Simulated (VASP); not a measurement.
A run of VASP 6.6.1 is set up as follows.

The input POSCAR:

```
BN                                      
1.0
    2.5065024833     -0.0000000000      0.0000000000
   -1.2532512416      2.1706948204      0.0000000000
    0.0000000000      0.0000000000      6.5737414852
  B               N             
     2     2
Direct
     0.3333333300000021    0.6666666699999979    0.2500000000000000
     0.6666666699999979    0.3333333300000021    0.7500000000000000
     0.3333333300000021    0.6666666699999979    0.7500000000000000
     0.6666666699999979    0.3333333300000021    0.2500000000000000
```

INCAR.step1

```
SYSTEM = BN
  ALGO = Normal
  EDIFF = 1E-5
  ENCUT = 520
  GGA = PE
  ISIF = 2
  ISMEAR = 0
  LASPH = .TRUE.
  LCHARG = .FALSE.
  LREAL = .FALSE.
  LWAVE = .TRUE.
  NBANDS = 16
  NELM = 80
  PREC = Accurate
  SIGMA = 0.03
```

INCAR.step2

```
SYSTEM = BN
  ALGO = Normal
  EDIFF = 1E-6
  ENCUT = 520
  ISIF = 2
  ISMEAR = 0
  ISTART = 1
  LASPH = .TRUE.
  LCHARG = .FALSE.
  LREAL = .FALSE.
  LWAVE = .FALSE.
  METAGGA = MBJ
  NBANDS = 16
  NELM = 80
  PREC = Accurate
  SIGMA = 0.03
```

Contents of KPOINTS:

```
k-points
0
G
  12 12 4
  0 0 0
```

Contents of KPOINTS_OPT:

```
explicit points
141
Reciprocal
 0.0000000000  0.0000000000  0.0000000000 1
 0.0357142857  0.0000000000  0.0000000000 1
 0.0714285714  0.0000000000  0.0000000000 1
 0.1071428571  0.0000000000  0.0000000000 1
 0.1428571429  0.0000000000  0.0000000000 1
 0.1785714286  0.0000000000  0.0000000000 1
[... 133 lines left out ...]
 0.5000000000  0.0000000000  0.5000000000 1
 0.5000000000  0.0000000000  0.0000000000 1
```

Potentials or basis: VASP PAW PBE potentials, release 64 (B, N).

Launch:

```sh
$ cat potpaw_PBE.64/B/POTCAR potpaw_PBE.64/N/POTCAR > POTCAR
$ cp INCAR.step1 INCAR
$ mpirun -np 1 vasp_std > vasp.out
$ cp INCAR.step2 INCAR
$ mpirun -np 1 vasp_std > vasp.out
```

Question: What does it give for the band gap on the k mesh?

Answer: 6.00 eV, indirect (least direct gap 6.35 eV).

Question: Estimate the band gap along the path.

Answer: 5.97 eV, indirect (least direct gap 6.35 eV).

Levels at the corners of the path, in eV from the valence-band top:
| point | band 6 | band 7 | band 8 | band 9 | band 10 | band 11 |
| --- | --- | --- | --- | --- | --- | --- |
| Γ | -1.86 | -1.82 | -1.82 | 6.64 | 12.04 | 12.33 |
| M | -4.46 | -1.24 | -0.38 | 5.97 | 7.23 | 10.47 |
| M | -4.46 | -1.24 | -0.38 | 5.97 | 7.23 | 10.47 |
| K | -7.59 | -0.10 | -0.10 | 6.70 | 6.70 | 12.05 |
| K | -7.59 | -0.10 | -0.10 | 6.70 | 6.70 | 12.05 |
| Γ | -1.86 | -1.82 | -1.82 | 6.64 | 12.04 | 12.33 |
| Γ | -1.86 | -1.82 | -1.82 | 6.64 | 12.04 | 12.33 |
| A | -1.84 | -1.84 | -1.84 | 9.04 | 9.04 | 12.40 |
| A | -1.84 | -1.84 | -1.84 | 9.04 | 9.04 | 12.40 |
| L | -4.49 | -0.79 | -0.79 | 6.34 | 6.34 | 10.73 |
| L | -4.49 | -0.79 | -0.79 | 6.34 | 6.34 | 10.73 |
| H | -7.59 | -0.04 | -0.04 | 6.47 | 6.47 | 13.30 |
| H | -7.59 | -0.04 | -0.04 | 6.47 | 6.47 | 13.30 |
| A | -1.84 | -1.84 | -1.84 | 9.04 | 9.04 | 12.40 |
| L | -4.49 | -0.79 | -0.79 | 6.34 | 6.34 | 10.73 |
| M | -4.46 | -1.24 | -0.38 | 5.97 | 7.23 | 10.47 |
| K | -7.59 | -0.10 | -0.10 | 6.70 | 6.70 | 12.05 |
| H | -7.59 | -0.04 | -0.04 | 6.47 | 6.47 | 13.30 |
